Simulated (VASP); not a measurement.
Output of a VASP run:

**OSZICAR**
```
       N       E                     dE             d eps       ncg     rms          rms(c)
DAV:   1     0.619148046672E+03    0.61915E+03   -0.26194E+04  3098   0.273E+03
DAV:   2     0.444866406374E+02   -0.57466E+03   -0.55756E+03  2368   0.739E+02
DAV:   3    -0.335769197782E+02   -0.78064E+02   -0.76206E+02  2646   0.173E+02
DAV:   4    -0.372432477709E+02   -0.36663E+01   -0.36465E+01  3323   0.409E+01
DAV:   5    -0.373971002331E+02   -0.15385E+00   -0.15381E+00  3534   0.662E+00    0.294E+01
DAV:   6    -0.365489904577E+02    0.84811E+00   -0.49681E+00  2648   0.122E+01    0.119E+01
DAV:   7    -0.363637323806E+02    0.18526E+00   -0.24513E+00  2790   0.101E+01    0.103E+01
DAV:   8    -0.361663425442E+02    0.19739E+00   -0.90167E-01  2734   0.581E+00    0.170E+00
DAV:   9    -0.361670290201E+02   -0.68648E-03   -0.53087E-02  3674   0.130E+00    0.417E-01
DAV:  10    -0.361659096593E+02    0.11194E-02   -0.80527E-03  2804   0.513E-01    0.157E-01
DAV:  11    -0.361658801746E+02    0.29485E-04   -0.10173E-03  2924   0.185E-01    0.426E-02
DAV:  12    -0.361658766940E+02    0.34806E-05   -0.13046E-04  3194   0.705E-02    0.220E-02
DAV:  13    -0.361658742824E+02    0.24116E-05   -0.22708E-05  2850   0.314E-02    0.649E-03
DAV:  14    -0.361658741079E+02    0.17451E-06   -0.12230E-06  1897   0.105E-02
   1 F= -.36165874E+02 E0= -.36164126E+02  d E =-.349643E-02
```

### OUTCAR
```
------------------------ aborting loop because EDIFF is reached ----------------------------------------
  FORCE on cell =-STRESS in cart. coord.  units (eV):
  Direction    XX          YY          ZZ          XY          YZ          ZX
  --------------------------------------------------------------------------------------
  Total        2.9125339      2.9125339      1.1698126      0.0000000      0.0000000      0.0000000
  in kB       51.9804589     51.9804589     20.8778329      0.0000000      0.0000000      0.0000000
  external PRESSURE =      41.6129169 kB  Pullay stress =       0.0000000 kB
  volume of cell :       89.77
      direct lattice vectors                 reciprocal lattice vectors
    -2.109365000  2.109365000  5.044034000     0.000000000  0.237038161  0.099127008
     2.109365000 -2.109365000  5.044034000     0.237038161  0.000000000  0.099127008
     2.109365000  2.109365000 -5.044034000     0.237038161  0.237038161  0.000000000
 POSITION                                       TOTAL-FORCE (eV/Angst)
 -----------------------------------------------------------------------------------
      0.00000      0.00000      0.00000         0.000000      0.000000     -0.000000
      0.00000      0.00000      6.47836        -0.000000     -0.000000     -0.679858
      0.00000      0.00000      3.60971        -0.000000     -0.000000      0.679858
      0.00000      2.10936      2.52202         0.000000      0.000000     -0.000000
      2.10936      0.00000      2.52202         0.000000      0.000000     -0.000000
 -----------------------------------------------------------------------------------
    total drift:                               -0.000000      0.000000      0.000000
  FREE ENERGIE OF THE ION-ELECTRON SYSTEM (eV)
  ---------------------------------------------------
  free  energy   TOTEN  =       -36.1658741079 eV

  energy  without entropy=      -36.1623776816  energy(sigma->0) =      -36.16412589
```
(Selected blocks of OUTCAR.)

**POSCAR**
```
Sr(GeRu)2
1
   -2.1093650000     2.1093650000     5.0440340000
    2.1093650000    -2.1093650000     5.0440340000
    2.1093650000     2.1093650000    -5.0440340000
Sr Ge Ru
1 2 2
Direct
  0.0000000000   0.0000000000   0.0000000000
  0.6421800000   0.6421800000   0.0000000000
  0.3578200000   0.3578200000   0.0000000000
  0.7500000000   0.2500000000   0.5000000000
  0.2500000000   0.7500000000   0.5000000000
```

**Question.** Reconstruct the remaining input files.

**Answer.** One answer among several that fit: the input of the run itself, LDA (Ceperley-Alder, Perdew-Zunger), plane waves, VASP's LDA PAW potentials (set 64).

KPOINTS:
```
Automatic mesh
0
Gamma
6 6 6
0 0 0
```

### INCAR
```
# general
SYSTEM   =  Sr(GeRu)2
PREC     =  Accurate
ENCUT    =  300   # plane-wave cut-off (eV)
LREAL    =  F
LASPH    =  T   # aspherical one-centre terms

# electronic loop
EDIFF    =  1E-6
NELM     =  100
ALGO     =  Normal
LMAXMIX  =  4

# smearing
ISMEAR   =  0
SIGMA    =  0.05   # width (eV)

# ions
ISIF     =  2   # forces and stress, cell fixed

# output
LWAVE    =  F
LCHARG   =  F
```

POTCAR, in this order: Sr_sv Ge_d Ru_pv (LDA.64 set). Program: vasp_std.

At this cut-off the stress carries a Pulay error, which pulls relaxed volumes low.

The structure comes from a computed database's Ru2SrGe2 entry (I4/mmm); how it stands against other phases isn't given here. The cell was not relaxed at this level, and its volume differs by -5.9 % from the start's. The k-mesh is coarse (spacing up to 0.35 per Å, 2π included), so the numbers may not be converged in it.
